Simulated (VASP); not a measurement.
Consider the following.

```xyz
4
Lattice="1.2722 -2.2035 0.0000 1.2722 2.2035 0.0000 0.0000 0.0000 4.2087" Properties=species:S:1:pos:R:3 pbc="T T T"
B      1.2722    -0.7345     2.1054
B      1.2722     0.7345     0.0010
N      1.2722    -0.7345     3.6816
N      1.2722     0.7345     1.5772
```

Method: r2SCAN+rVV10, VASP's PBE PAW potentials (set 64) (plane waves; VASP 6.6.1). Numerical set-up: 520 eV cut-off, 11×11×6 Γ-centred mesh, tetrahedra with Blöchl corrections, potentials B N.

Question: Tabulate the total density of states (states/eV per cell) against energy (eV; zero at the valence-band maximum or, without a gap, the Fermi level).

Answer: 
```
E (eV)  DOS (states/eV)
------  ---------------
-9.98              0.90
-9.62              1.24
-9.38              1.59
-9.02              1.42
-8.66              0.85
-8.42              0.91
-8.06              1.34
-7.70              0.79
-7.34              0.78
-7.10              1.27
-6.74              0.99
-6.38              1.05
-6.14              1.23
-5.78              1.27
-5.42              1.27
-5.18              1.39
-4.82              1.42
-4.46              1.66
-4.10              1.57
-3.86              1.61
-3.50              2.21
-3.14              2.17
-2.90              1.81
-2.54              1.50
-2.18              1.12
-1.94              0.94
-1.58              0.72
-1.22              0.55
-0.98              0.43
-0.62              0.27
-0.26              0.12
0.10               0.00
0.34               0.00
0.70               0.00
1.06               0.00
1.30               0.00
1.66               0.00
2.02               0.00
2.26               0.00
2.62               0.00
2.98               0.00
3.22               0.00
3.58               0.00
3.94               0.00
4.30               0.00
4.54               0.00
4.90               0.00
5.26               0.00
5.50               0.00
5.86               0.01
6.22               0.05
6.46               0.08
6.82               0.12
7.18               0.37
7.54               1.14
7.78               1.32
8.14               1.17
8.50               1.50
8.74               1.44
9.10               1.01
```
Within 2 eV below the valence-band maximum the largest weight inside VASP's projection spheres is N p, then B p.

The compound is BN in the wurtzite structure, a metastable high-pressure form. It was relaxed first.
